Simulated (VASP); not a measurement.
Here is the system:

```yaml
crystal:
  lattice:
    - [1.82743, -3.16520, 0.00000]
    - [1.82743, 3.16520, 0.00000]
    - [0.00000, 0.00000, 5.71025]
  atoms:
    - { symbol: Gd, position: [0.33333, 0.66667, 0.25000] }
    - { symbol: Gd, position: [0.66667, 0.33333, 0.75000] }
```

Calculation: PBE GGA, VASP's PBE PAW potentials (set 64) (plane waves; VASP). Settings: 520 eV cut-off, 13×13×7 Γ-centred mesh, tetrahedra with Blöchl corrections, potentials Gd_3.

The 4f electrons are frozen in the core of the lanthanide potential, so 4f levels, which can set the real gap, and their magnetism are missing.

What does the run give for the energy per atom (σ→0), band gap (on the k-mesh) with the smallest direct gap where there is one?

```json
{
 "band gap (on the k-mesh)": "none (metal, semimetal or under 0.01 eV)",
 "energy per atom (σ→0)": "-4.579 eV/atom"
}
```

Only differences to runs with the same potentials and settings are physical.

The compound is Gd in the hcp structure. It was relaxed first.
